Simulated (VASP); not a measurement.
Data:

```
CELL_PARAMETERS angstrom
      3.90341     0.00000     0.00000
      0.00000     3.90341     0.00000
      0.00000     0.00000     6.78492
ATOMIC_POSITIONS crystal
  Al 0.50000 0.50000 0.00000
  P  0.00000 0.00000 0.50000
  Pt 0.00000 0.50000 0.28741
  Pt 0.00000 0.50000 0.71259
  Pt 0.50000 0.00000 0.28741
  Pt 0.50000 0.00000 0.71259
  Pt 0.00000 0.00000 0.00000
```

Level of theory: PBEsol GGA, VASP's PBE PAW potentials (set 64) (plane waves; VASP). Numerical set-up: 400 eV cut-off, Gaussian smearing of 0.050 eV, potentials Al P Pt.

Question: Give the energies of bands 20 to 33 at the high-symmetry points, in eV from the Fermi level.

Answer: 
| band | Γ | X | M | Z | R | A |
|---|---|---|---|---|---|---|
| 20 | -2.42 | -3.46 | -3.03 | -2.71 | -3.73 | -3.22 |
| 21 | -2.42 | -3.34 | -2.98 | -2.39 | -3.44 | -3.19 |
| 22 | -1.51 | -2.90 | -2.29 | -2.39 | -3.01 | -3.19 |
| 23 | -1.51 | -2.68 | -2.27 | -2.39 | -2.85 | -2.71 |
| 24 | -1.51 | -2.42 | -2.27 | -1.50 | -2.67 | -2.44 |
| 25 | -1.48 | -2.37 | -2.19 | -1.45 | -2.37 | -2.27 |
| 26 | -1.34 | -2.24 | -1.65 | -0.32 | -2.24 | -2.19 |
| 27 | -1.12 | -1.68 | -1.60 | 0.04 | -1.89 | -1.73 |
| 28 | -1.12 | -1.18 | -1.14 | 0.08 | -1.73 | -0.94 |
| 29 | 0.04 | -0.86 | -0.53 | 0.39 | -0.82 | -0.21 |
| 30 | 0.08 | 0.10 | -0.53 | 1.66 | 1.04 | 0.57 |
| 31 | 1.66 | 0.56 | 0.02 | 1.66 | 2.59 | 0.57 |
| 32 | 2.23 | 1.89 | 0.88 | 2.08 | 3.00 | 0.78 |
| 33 | 4.43 | 3.15 | 0.88 | 2.08 | 3.17 | 0.78 |

It has no gap at this level: it comes out as a metal or semimetal.

The structure comes from a computed database's AlPPt5 entry (P4/mmm); how it stands against other phases isn't given here. It was relaxed first.
